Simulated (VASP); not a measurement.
Consider the following.

```
CELL_PARAMETERS angstrom
      1.37429    -2.38035     0.00000
      1.37429     2.38035     0.00000
      0.00000     0.00000     4.33244
ATOMIC_POSITIONS crystal
  Os 0.33333 0.66667 0.25000
  Os 0.66667 0.33333 0.75000
```

Level of theory: rev-vdW-DF2, VASP's PBE PAW potentials (set 64) (plane waves; VASP). Settings: 520 eV cut-off, Gaussian smearing of 0.050 eV, potentials Os.

Problem. Give the energies of bands 1 to 11 at the high-symmetry points, in eV from the Fermi level.

Solution. 
```json
[
 {"band": "1", "Γ": "-10.82", "M": "-7.10", "K": "-6.42", "A": "-8.40", "L": "-7.34", "H": "-5.76"},
 {"band": "2", "Γ": "-7.67", "M": "-6.92", "K": "-5.33", "A": "-8.40", "L": "-7.34", "H": "-5.76"},
 {"band": "3", "Γ": "-3.03", "M": "-6.34", "K": "-5.33", "A": "-3.51", "L": "-5.24", "H": "-4.87"},
 {"band": "4", "Γ": "-3.03", "M": "-3.53", "K": "-4.55", "A": "-3.51", "L": "-5.24", "H": "-4.87"},
 {"band": "5", "Γ": "-2.75", "M": "-2.87", "K": "-3.38", "A": "-3.23", "L": "-1.22", "H": "-3.38"},
 {"band": "6", "Γ": "-2.20", "M": "-2.53", "K": "-3.38", "A": "-3.23", "L": "-1.22", "H": "-3.38"},
 {"band": "7", "Γ": "-2.20", "M": "-1.86", "K": "-1.33", "A": "-3.23", "L": "-0.14", "H": "-1.35"},
 {"band": "8", "Γ": "-1.59", "M": "1.93", "K": "1.43", "A": "-3.23", "L": "-0.14", "H": "-1.35"},
 {"band": "9", "Γ": "-1.59", "M": "2.49", "K": "1.43", "A": "0.84", "L": "2.27", "H": "1.56"},
 {"band": "10", "Γ": "0.10", "M": "2.63", "K": "2.01", "A": "0.84", "L": "2.27", "H": "1.56"},
 {"band": "11", "Γ": "1.62", "M": "4.30", "K": "5.25", "A": "0.84", "L": "3.23", "H": "8.21"}
]
```

It has no gap at this level: it comes out as a metal or semimetal.

The compound is Os in the hcp structure. It was relaxed first.
